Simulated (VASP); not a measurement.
**Sr2C: relaxation of cell and atoms with PBE**

Sr2C:

```
Sr C
1.0
     3.36595    0.00000    0.00000
     0.00000    3.36595    0.00000
     0.00000    0.00000    6.73190
Sr C
2 1
Direct
  0.00000 0.00000 0.75000
  0.00000 0.00000 0.25000
  0.50000 0.50000 0.00000
```

The cell was built by a generator and needn't be a form met in nature.

The cell isn't the ideal one: ordered vacancies on the anion sites of caesium chloride (P4/mmm, No. 123).

```yaml
Program: VASP 6.6.1
Task: relaxation of cell and atoms
Functional: PBE
Potentials_or_basis: VASP PAW PBE potentials, release 64 (Sr_sv, C)
Cutoff: 600 eV
k_mesh: 6 × 6 × 4
Occupations: gaussian, width 0.1 eV
Spin: no spin polarisation
Dipole_correction: no
Further_INCAR_settings: ALGO = Normal; EDIFF = 1e-06; IBRION = 2; EDIFFG = -0.04; NSW = 90; ISIF = 3
```

The relaxed volume is 28.78 Å³/atom, the relaxed cell is a = 3.429 Å, b = 3.429 Å, c = 7.342 Å, α = 90.00°, β = 90.00°, γ = 90.00° and the space group after relaxing (to 0.05 Å) is P4/mmm (No. 123). The energy gained by relaxing is 160.8 meV/atom. The ionic steps are 9 and the pressure after relaxing is 0.1 GPa. The largest force after relaxing is 0.004 eV/Å. The band gap on the k mesh is none (metal or under the smearing width).

Forces on the atoms (eV/Å):
```
Sr   0.000  0.000  0.004
Sr   0.000  0.000 -0.004
C    0.000  0.000  0.000
```

The path:
| step | energy change (eV) | largest force (eV/Å) | pressure (GPa) | volume (Å³) |
| --- | --- | --- | --- | --- |
| 1 | 0.0000 | 1.5895 | 0.38 | 76.27 |
| 2 | -0.2121 | 1.1152 | 0.92 | 76.93 |
| 3 | -0.3791 | 0.0308 | 2.44 | 78.08 |
| 4 | -0.4622 | 0.1700 | -0.07 | 84.57 |
| 5 | -0.4665 | 0.2212 | -0.76 | 86.84 |
| 6 | -0.4803 | 0.1220 | -0.21 | 86.51 |
| 7 | -0.4814 | 0.0857 | 0.00 | 86.38 |
| 8 | -0.4821 | 0.0331 | 0.15 | 86.34 |
| 9 | -0.4823 | 0.0036 | 0.10 | 86.35 |

Final structure:
```cif
data_structure
_symmetry_space_group_name_H-M 'P 1'
_symmetry_Int_Tables_number 1
_cell_length_a 3.4294
_cell_length_b 3.4294
_cell_length_c 7.3424
_cell_angle_alpha 90.000
_cell_angle_beta 90.000
_cell_angle_gamma 90.000
_cell_volume 86.35
loop_
_atom_site_label
_atom_site_type_symbol
_atom_site_fract_x
_atom_site_fract_y
_atom_site_fract_z
_atom_site_occupancy
Sr1 Sr 0.00000 0.00000 0.79468 1
Sr2 Sr 0.00000 0.00000 0.20532 1
C1 C 0.50000 0.50000 0.00000 1
```

Levels at points of the mesh, in eV from the Fermi level:
```tsv
k point	band 8	band 9	band 10	band 11	band 12	band 13	band 14	band 15	band 16
(0.00, 0.00, 0.00)	-17.06	-8.79	-2.39	-1.71	0.48	0.48	1.24	1.50	2.20
(0.50, 0.00, 0.00)	-16.99	-8.07	-2.36	-0.18	0.07	0.39	1.32	1.84	2.76
(0.50, 0.50, 0.00)	-17.00	-8.04	-1.98	-1.98	-1.69	1.88	2.12	2.83	2.83
(0.00, 0.00, 0.50)	-17.06	-8.76	-2.93	-0.42	0.50	0.50	1.09	1.33	2.06
(0.50, 0.00, 0.50)	-16.99	-8.07	-2.21	-0.25	0.39	0.46	0.82	2.16	2.79
(0.50, 0.50, 0.50)	-17.05	-8.04	-1.92	-1.92	-1.79	2.48	2.48	2.67	4.05
```

Wall time 2.7 min on 1 thread of Intel(R) Xeon(R) Platinum 8488C (Sapphire Rapids), on a shared host, peak memory 0.22 GiB.
